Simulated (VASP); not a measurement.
Computed with PBE GGA with D3 dispersion (Becke-Johnson damping), VASP's PBE PAW potentials (set 64) (plane waves; VASP).

Input for VASP

**POSCAR**
```
FeAl
2.8391280
  0.9999998478   0.0000000000   0.0000000000
  0.0000000000   0.9999998478   0.0000000000
  0.0000000000   0.0000000000   0.9999998478
Al Fe
1 1
Cart
  0.4999999239   0.4999999239   0.4999999239
  0.0000000000   0.0000000000   0.0000000000
```

### KPOINTS
```
Automatic mesh
0
Gamma
13 13 13
0 0 0
```

INCAR:
```
ALGO  =  Normal
EDIFF  =  1E-7
ENCUT  =  520
GGA  =  PE
ISIF  =  2
ISMEAR  =  1
IVDW  =  12
LASPH  =  .True.
LCHARG  =  .False.
LMAXMIX  =  4
LREAL  =  .False.
LWAVE  =  .False.
NELM  =  100
PREC  =  Accurate
SIGMA  =  0.1
SYSTEM  =  FeAl
```

POTCAR, in this order: Al Fe (PBE.64 set). Program: vasp_std.

Estimate the energy per atom (σ→0), dispersion energy, band gap (on the k-mesh).

```yaml
energy per atom (σ→0): -6.716 eV/atom
dispersion_energy: -0.835 eV
band gap (on the k-mesh): none (metal, semimetal or under 0.01 eV)
```

**OSZICAR**
```
...
DAV:   7    -0.126455233763E+02    0.36909E+01   -0.34555E+01  1672   0.833E+01    0.251E+00
DAV:   8    -0.126122788041E+02    0.33245E-01   -0.21042E-01  1666   0.583E+00    0.142E+00
DAV:   9    -0.125979031192E+02    0.14376E-01   -0.41535E-02  1845   0.310E+00    0.334E-01
DAV:  10    -0.125975400941E+02    0.36303E-03   -0.94691E-04  1972   0.441E-01    0.160E-01
DAV:  11    -0.125975243769E+02    0.15717E-04   -0.21125E-05  1646   0.436E-02    0.914E-03
DAV:  12    -0.125975236861E+02    0.69085E-06   -0.58485E-06  2126   0.350E-02    0.510E-03
DAV:  13    -0.125975236285E+02    0.57601E-07   -0.13152E-07   849   0.437E-03
   1 F= -.13432241E+02 E0= -.13431985E+02  d E =-.767804E-03
```

The compound is FeAl in the CsCl type structure. It was relaxed first, which changed the volume by -7 %. The run is not spin-polarised, so no magnetic state was tried. The electron count is odd and the run is not spin-polarised, which forces a metal.
